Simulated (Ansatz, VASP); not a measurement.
# Ni in two plane-wave programs, part 2 of 3

Wanted: the spread between two codes on one cell, functional and k mesh. Of the first pair: The structure shown is frame 125 of Ansatz's trajectory.

VASP 6.6.1 and Ansatz 0.2.0.

So far: The structure; Ansatz: dynamics, PBE; VASP: single point, PBE, pair 1.

## 4. Side by side

Known differences besides the potentials themselves: the data sets hold 1368 valence electrons in Ansatz (on its default PAW (the set named soft_2) files) and 760 in VASP; the cutoff is 420 eV in Ansatz and 520 eV in VASP (PREC = Accurate, projectors in real space). Total energies have different zeros and are not compared.

Forces on 8 of the 76 atoms, those with the largest forces and the largest differences (eV/Å; atoms numbered as in POSCAR):

| atom | Ansatz x, y, z | VASP x, y, z |
| --- | --- | --- |
| Ni3 | -2.533, -0.244, -1.500 | -2.498, -0.243, -1.483 |
| Ni24 | 2.151, -0.162, -1.966 | 2.131, -0.166, -1.949 |
| Ni27 | 1.568, 2.073, 0.185 | 1.553, 2.060, 0.189 |
| Ni32 | 1.453, 1.741, 2.256 | 1.434, 1.726, 2.236 |
| Ni41 | -1.629, -1.377, 1.627 | -1.619, -1.363, 1.615 |
| Ni51 | -0.565, -1.822, 2.961 | -0.556, -1.783, 2.921 |
| Ni67 | 0.624, 2.179, -0.852 | 0.609, 2.144, -0.844 |
| Ni75 | -0.093, -1.775, -2.633 | -0.087, -1.765, -2.607 |

The forces differ by 11 meV/Å r.m.s., which is 1.1 % of the r.m.s. force of 1.024 eV/Å (both taken over all components). VASP's last cycles still show a density residual of 4e-03, so its state may not be settled.

## 5. Ansatz: dynamics, PBE

One frame of this run of dynamics is then solved in both programs, so the motion causes no difference.

The structure compared here is frame 250 of Ansatz's trajectory.

input.yaml

```yaml
crystal:
  lattice:
    - [9.825, 0.0, 0.0]
    - [0.0, 9.825, 0.0]
    - [0.0, 0.0, 9.825]
  atoms:
    - { symbol: Ni, position: [0.6608, 0.52108, 0.51356] }
    - { symbol: Ni, position: [0.86122, 0.69696, 0.5557] }
    - { symbol: Ni, position: [0.98331, 0.90544, 0.94125] }
    - { symbol: Ni, position: [0.48406, 0.58154, 0.65143] }
    - { symbol: Ni, position: [0.37394, 0.89089, 0.03952] }
    - { symbol: Ni, position: [0.30907, 0.58528, 0.41487] }
    - { symbol: Ni, position: [0.71152, 0.9295, 0.51598] }
    - { symbol: Ni, position: [0.02756, 0.50579, 0.53469] }
    - { symbol: Ni, position: [0.69649, 0.22295, 0.49704] }
    - { symbol: Ni, position: [0.55934, 0.53782, 0.89698] }
    - { symbol: Ni, position: [0.3319, 0.39676, 0.21696] }
    - { symbol: Ni, position: [0.98719, 0.55324, 0.93747] }
    - { symbol: Ni, position: [0.50966, 0.04523, 0.47642] }
    - { symbol: Ni, position: [0.0693, 0.90602, 0.5845] }
    - { symbol: Ni, position: [0.34477, 0.00936, 0.22695] }
    - { symbol: Ni, position: [0.574, 0.55598, 0.29169] }
    - { symbol: Ni, position: [0.78666, 0.88325, 0.08428] }
    - { symbol: Ni, position: [0.30014, 0.01502, 0.60834] }
    - { symbol: Ni, position: [0.77297, 0.35647, 0.91252] }
    - { symbol: Ni, position: [0.07575, 0.09436, 0.74736] }
    - { symbol: Ni, position: [0.39019, 0.09322, 0.83722] }
    - { symbol: Ni, position: [0.63102, 0.37192, 0.70322] }
    - { symbol: Ni, position: [0.92333, 0.07465, 0.50608] }
    - { symbol: Ni, position: [0.92185, 0.39052, 0.13665] }
    - { symbol: Ni, position: [0.81402, 0.56005, 0.74577] }
    - { symbol: Ni, position: [0.5823, 0.90344, 0.89088] }
    - { symbol: Ni, position: [0.53727, 0.16429, 0.26546] }
    - { symbol: Ni, position: [0.71805, 0.3952, 0.32977] }
    - { symbol: Ni, position: [0.84826, 0.98416, 0.72475] }
    - { symbol: Ni, position: [0.33413, 0.88087, 0.42339] }
    - { symbol: Ni, position: [0.86685, 0.33027, 0.60439] }
    - { symbol: Ni, position: [0.92654, 0.53146, 0.34677] }
    - { symbol: Ni, position: [0.78027, 0.0873, 0.9555] }
    - { symbol: Ni, position: [0.12884, 0.39114, 0.37444] }
    - { symbol: Ni, position: [0.04487, 0.37185, 0.77962] }
    - { symbol: Ni, position: [0.15287, 0.38807, 0.01251] }
    - { symbol: Ni, position: [0.75701, 0.69547, 0.90489] }
    - { symbol: Ni, position: [0.12989, 0.54878, 0.17264] }
    - { symbol: Ni, position: [0.25572, 0.89496, 0.77704] }
    - { symbol: Ni, position: [0.75902, 0.0364, 0.29737] }
    - { symbol: Ni, position: [0.20456, 0.01595, 0.96089] }
    - { symbol: Ni, position: [0.25237, 0.45617, 0.59835] }
    - { symbol: Ni, position: [0.76376, 0.23611, 0.13474] }
    - { symbol: Ni, position: [0.08138, 0.24981, 0.56375] }
    - { symbol: Ni, position: [0.59005, 0.03924, 0.07386] }
    - { symbol: Ni, position: [0.1496, 0.22973, 0.22445] }
    - { symbol: Ni, position: [0.99276, 0.06999, 0.17271] }
    - { symbol: Ni, position: [0.28957, 0.17137, 0.4139] }
    - { symbol: Ni, position: [0.4643, 0.87252, 0.67516] }
    - { symbol: Ni, position: [0.97459, 0.23345, 0.95208] }
    - { symbol: Ni, position: [0.42441, 0.72323, 0.85537] }
    - { symbol: Ni, position: [0.14131, 0.9894, 0.36313] }
    - { symbol: Ni, position: [0.94416, 0.70971, 0.13365] }
    - { symbol: Ni, position: [0.16736, 0.73836, 0.94148] }
    - { symbol: Ni, position: [0.91146, 0.90095, 0.31495] }
    - { symbol: Ni, position: [0.55653, 0.37823, 0.14195] }
    - { symbol: Ni, position: [0.52847, 0.72314, 0.47469] }
    - { symbol: Ni, position: [0.94272, 0.24551, 0.34111] }
    - { symbol: Ni, position: [0.00926, 0.76001, 0.76421] }
    - { symbol: Ni, position: [0.66986, 0.76574, 0.70093] }
    - { symbol: Ni, position: [0.54872, 0.26246, 0.91474] }
    - { symbol: Ni, position: [0.16513, 0.85259, 0.14214] }
    - { symbol: Ni, position: [0.41003, 0.26882, 0.65276] }
    - { symbol: Ni, position: [0.32805, 0.48046, 0.83102] }
    - { symbol: Ni, position: [0.3587, 0.20704, 0.06912] }
    - { symbol: Ni, position: [0.08249, 0.73683, 0.38846] }
    - { symbol: Ni, position: [0.62287, 0.10002, 0.72099] }
    - { symbol: Ni, position: [0.24718, 0.70299, 0.63356] }
    - { symbol: Ni, position: [0.24433, 0.24605, 0.85586] }
    - { symbol: Ni, position: [0.58236, 0.74501, 0.07458] }
    - { symbol: Ni, position: [0.71174, 0.53024, 0.09585] }
    - { symbol: Ni, position: [0.7269, 0.72048, 0.30998] }
    - { symbol: Ni, position: [0.37858, 0.59154, 0.047] }
    - { symbol: Ni, position: [0.49855, 0.35383, 0.43132] }
    - { symbol: Ni, position: [0.54821, 0.89079, 0.27909] }
    - { symbol: Ni, position: [0.38142, 0.74263, 0.21613] }
kpoints:
  mp_grid: { grid: [1, 1, 1] }
hamiltonian:
  xc: pbe
scf:
  occupations: { method: fermi_dirac, width: 0.153 }
output:
  forces: true
  stress: true
md:
  timestep: 4.0
  n_steps: 375
  ensemble: nvt_nose_hoover
  temperature: 1773
  initial_velocities: maxwell_boltzmann
  seed: 7
```

The run is started by

```bash
ansatz run input.yaml --threads 8 --pin off --max-ram 15360MiB --backend cpu --events-out ev --progress --plain --runs-dir out
```

Numbers of over 12 decimals in the logs are rounded to 6 here.

The program printed:

```text
[...]
Crystal: 76 atoms, lattice volume = 948.413 Å³
Basis set: ecut = 420 eV, 18613 PW (Γ), exchange–correlation on 144×144×144 points (8 copies of the dense FFT grid, shifted against one another)
Bands: 832, of which v1, the nominal top of the filled ones, is band 684 counted from 1 (683 counted from 0)
Symmetry: 1 space group operations
k-points: 1
[...]
atom  76  Ni    -0.28061353     0.05754879    -0.56437809
  max |Σ_I F_I| component: 1.38e-5 eV/Å
--- Stress (GPa, compression-positive) ---
       -1.748517      -1.377833      -0.857490
       -1.377833      -1.221661       0.359890
       -0.857490       0.359890      -4.234041
  P = ⅓ Tr σ = -2.4014 GPa (-24.014 kbar)
--- MD trajectory: 375 steps, t = 0.0 → 1500.0 fs ---
[...]
conserved energy: peak-to-peak 6.434e-2 eV (8.466e-4 eV/atom) over 1500.0 fs
[key lines of the parts left out:]
SCF converged after 10 iterations
Free energy (F): -443789.132258 eV
Fermi energy:    15.199022 eV
```

## 6. VASP: single point, PBE, pair 2

The same cell, functional, mesh and smearing now go to VASP, with its own data sets.

INCAR

```
SYSTEM = Ni
PREC = Accurate
ENCUT = 520
EDIFF = 1E-06
NELM = 120
ISMEAR = -1
SIGMA = 0.153
LREAL = Auto
ALGO = Normal
GGA = PE
NBANDS = 440
LASPH = .TRUE.
LORBIT = 11
LWAVE = .FALSE.
LCHARG = .FALSE.
ISIF = 2
GGA_COMPAT = .FALSE.
NCORE = 2
```

POSCAR

```
Ni
1.0
    9.8250000000      0.0000000000      0.0000000000
    0.0000000000      9.8250000000      0.0000000000
    0.0000000000      0.0000000000      9.8250000000
Ni
76
Direct
    0.8000916031      0.4984631043      0.3740763359
    0.8829312977      0.6891297710      0.5321628499
    0.9490890585      0.8998371501      0.8949821883
    0.4627888041      0.6141679389      0.6293740458
    0.3476946565      0.8899541985      0.0095165394
    0.2950839695      0.6271653944      0.3726921120
    0.7255470738      0.9142086514      0.5004478372
    0.0174961832      0.4730178117      0.6305954198
    0.6014656489      0.1852926209      0.5391857506
    0.6183613232      0.5413740458      0.9058015267
    0.3790737913      0.4176895674      0.2509414758
    0.0895165394      0.5331603053      0.9399185751
    0.4328244275      0.9937811705      0.5172315522
    0.0453842239      0.9398880407      0.6388091603
    0.2630839695      0.0613740458      0.2169974555
    0.5789312977      0.5815776081      0.3007735369
    0.7778320611      0.9506463104      0.1701882952
    0.2736895674      0.0510127226      0.6357353690
    0.7944020356      0.3495063613      0.9455776081
    0.1311755725      0.1246921120      0.8142290076
    0.4622595420      0.0126717557      0.8159491094
    0.6421068702      0.4043155216      0.7186666667
    0.8421475827      0.0944020356      0.6009974555
    0.0679491094      0.2783002545      0.9974758270
    0.8050687023      0.5641017812      0.7850178117
    0.6962849873      0.9292722646      0.9314707379
    0.5123664122      0.1837964377      0.3215979644
    0.6525903308      0.3404478372      0.2397659033
    0.8368244275      0.8262086514      0.7139847328
    0.2342595420      0.8311043257      0.5051603053
    0.8105954198      0.3386055980      0.5613231552
    0.0542188295      0.5031653944      0.1687531807
    0.7156132316      0.1404987277      0.7716132316
    0.1430737913      0.4083664122      0.4198371501
    0.9643155216      0.2890076336      0.7807430025
    0.2901781170      0.3862188295      0.0300865140
    0.8086412214      0.7002748092      0.9728447837
    0.2436844784      0.6315216285      0.1531603053
    0.2064834606      0.8996844784      0.8181068702
    0.7680305344      0.0933638677      0.3716132316
    0.1611603053      0.0175877863      0.0180254453
    0.3560305344      0.4238676845      0.5219643766
    0.7093129771      0.1541475827      0.1046615776
    0.0668091603      0.2531399491      0.5806412214
    0.5256997455      0.0302697201      0.0217506361
    0.1720814249      0.2863002545      0.2324478372
    0.9920814249      0.0570381679      0.1878982188
    0.2945445293      0.2088854962      0.4522544529
    0.3659440204      0.8033587786      0.6933638677
    0.8751653944      0.1098524173      0.9374249364
    0.4788295165      0.7648346056      0.8740152672
    0.1352366412      0.0836234097      0.3923867684
    0.9227175573      0.7688753181      0.1714605598
    0.1259236641      0.7600305344      0.9816895674
    0.9466463104      0.8832366412      0.4158269720
    0.5182798982      0.2628498728      0.0186870229
    0.4890890585      0.7721730280      0.4447124682
    0.9219643766      0.2842849873      0.2951653944
    0.0582188295      0.7186361323      0.7458015267
    0.6769770992      0.6700356234      0.5979440204
    0.4063918575      0.4527633588      0.8088244275
    0.1527328244      0.8699236641      0.2486513995
    0.4311653944      0.2140661578      0.7225445293
    0.2621170483      0.6328447837      0.8230737913
    0.3341475827      0.1823918575      0.9464834606
    0.0501068702      0.6308905852      0.3927837150
    0.6055063613      0.9125089059      0.6920508906
    0.2252519084      0.6241628499      0.5948295165
    0.1972417303      0.3456183206      0.7696590331
    0.5849872774      0.7952366412      0.1081526718
    0.7716946565      0.5234503817      0.1363867684
    0.7429211196      0.7540559796      0.2994809160
    0.4845089059      0.5563562341      0.0863104326
    0.5894045802      0.4540356234      0.5161628499
    0.5787786260      0.9566615776      0.3264529262
    0.3828702290      0.8181068702      0.2424732824
```

KPOINTS

```
Automatic mesh
0
Gamma
1 1 1
0 0 0
```

Potentials, in the order of the species: Ni (PBE family, release 64).

The run is started by

```bash
mpirun -np 8 vasp_gam
```

The program printed:

```text
[... set-up lines as in an earlier step ...]
 entering main loop
       N       E                     dE             d eps       ncg     rms          rms(c)
DAV:   1     0.814860568210E+04    0.81486E+04   -0.36270E+05   880   0.279E+03
DAV:   2     0.651728135215E+03   -0.74969E+04   -0.73072E+04   880   0.609E+02
DAV:   3    -0.360338599173E+03   -0.10121E+04   -0.90380E+03   880   0.236E+02
DAV:   4    -0.448419733570E+03   -0.88081E+02   -0.77555E+02   912   0.704E+01
[...]
DAV:  45    -0.386900187748E+03    0.44135E-05   -0.12090E-05  1000   0.310E-02    0.357E-02
DAV:  46    -0.386900184003E+03    0.37453E-05   -0.95091E-06   976   0.248E-02    0.172E-02
DAV:  47    -0.386900183830E+03    0.17310E-06   -0.29277E-06   456   0.127E-02
   1 F= -.38690018E+03 E0= -.38006133E+03  d E =-.136777E+02
```

OUTCAR, selected parts (step 6):

```text
  Total       -9.8381432    -24.7918353    -11.0410106      0.1851139      7.7090621    -12.1956961
  in kB      -16.6198097    -41.8814379    -18.6518422      0.3127173     13.0231022    -20.6024799
  external PRESSURE =     -25.7176966 kB  Pullay stress =       0.0000000 kB

 POSITION                                       TOTAL-FORCE (eV/Angst)
 -----------------------------------------------------------------------------------
[...]
3.41610      8.74380      0.09350        -0.291714     -0.945620      1.138970
      2.89920      6.16190      3.66170         0.870256     -0.409600      0.296490
      7.12850      8.98210      4.91690        -0.088524     -1.656042      0.308656
      0.17190      4.64740      6.19560        -0.216995      1.549608      0.006350
      5.90940      1.82050      5.29750         0.253000      0.120030      0.542664
      6.07540      5.31900      8.89950        -0.255291      0.220830      0.548125
      3.72440      4.10380      2.46550         0.317571     -0.468611      0.917779
      0.87950      5.23830      9.23470        -0.987362     -1.320360     -0.723671
      4.25250      9.76390      5.08180         2.426224     -0.179659     -1.556476
      0.44590      9.23440      6.27630        -0.217438      0.532696     -0.338580
      2.58480      0.60300      2.13200         2.988340      0.979684     -0.852661
      5.68800      5.71400      2.95510        -0.641150      0.048751      0.260950
      7.64220      9.34010      1.67210        -0.065878     -0.613903     -0.348208
[...]
-----------------------------------------------------------------------------------
    total drift:                               -0.001019      0.002278      0.001787

  FREE ENERGIE OF THE ION-ELECTRON SYSTEM (eV)
  ---------------------------------------------------
  free  energy   TOTEN  =      -386.9001838299 eV

  energy  without entropy=     -373.2224735308  energy(sigma->0) =     -380.06132868

[... 1 part as in an earlier step ...]

[... 2 further parts left out ...]
[key lines of the parts left out:]
E-fermi :   7.5358
```

The run ends at a pressure of -2.57 GPa, with forces up to 4.1 eV/Å.

## 7. Differences

What differs besides the data sets and the points named for the pairs above, as far as they apply: the data sets hold 1368 valence electrons in Ansatz (on its default PAW (the set named soft_2) files) and 760 in VASP. Total energies have different zeros and are not compared.

Forces on 7 of the 76 atoms, those with the largest forces and the largest differences (eV/Å; atoms numbered as in POSCAR):

| atom | Ansatz x, y, z | VASP x, y, z |
| --- | --- | --- |
| Ni13 | 2.460, -0.179, -1.579 | 2.426, -0.180, -1.556 |
| Ni15 | 3.014, 0.981, -0.850 | 2.988, 0.980, -0.853 |
| Ni18 | -2.811, 0.770, 1.331 | -2.768, 0.766, 1.319 |
| Ni45 | -0.365, 0.844, 3.244 | -0.359, 0.828, 3.217 |
| Ni51 | 2.210, -1.432, 1.121 | 2.192, -1.419, 1.113 |
| Ni52 | -3.470, -1.721, 1.373 | -3.436, -1.694, 1.363 |
| Ni56 | 1.709, 2.597, 0.597 | 1.705, 2.576, 0.587 |

The forces differ by 11 meV/Å r.m.s., which is 1.0 % of the r.m.s. force of 1.040 eV/Å (both taken over all components).

## 8. Ansatz: dynamics, PBE

One frame of this run of dynamics is then solved in both programs, so the motion causes no difference.

The structure compared here is frame 375 of Ansatz's trajectory.

input.yaml is that of step 5.

The run is started by

```bash
ansatz run input.yaml --threads 8 --pin off --max-ram 15360MiB --backend cpu --events-out ev --progress --plain --runs-dir out
```

The program printed:

```text
[...]
Crystal: 76 atoms, lattice volume = 948.413 Å³
Basis set: ecut = 420 eV, 18613 PW (Γ), exchange–correlation on 144×144×144 points (8 copies of the dense FFT grid, shifted against one another)
Bands: 832, of which v1, the nominal top of the filled ones, is band 684 counted from 1 (683 counted from 0)
Symmetry: 1 space group operations
k-points: 1
[...]
atom  76  Ni    -0.28061353     0.05754879    -0.56437809
  max |Σ_I F_I| component: 1.38e-5 eV/Å
--- Stress (GPa, compression-positive) ---
       -1.748517      -1.377833      -0.857490
       -1.377833      -1.221661       0.359890
       -0.857490       0.359890      -4.234041
  P = ⅓ Tr σ = -2.4014 GPa (-24.014 kbar)
--- MD trajectory: 375 steps, t = 0.0 → 1500.0 fs ---
[...]
conserved energy: peak-to-peak 6.434e-2 eV (8.466e-4 eV/atom) over 1500.0 fs
[key lines of the parts left out:]
SCF converged after 10 iterations
Free energy (F): -443789.132258 eV
Fermi energy:    15.199022 eV
```

(Part 2 of 3 ends here.)

[Lines on the potential files, build, host, timing and source positions are cut from VASP's logs without a mark.]

[Logs are printed without paths, hosts, clocks, repeated set-up lines and the standing remarks that a program may print on its own settings, such as how far it seeks lower states.]

[Hosts, paths, dates, database ids (printed as entryN), source tags and the programs' standing remarks are cut or masked in the printed files.]
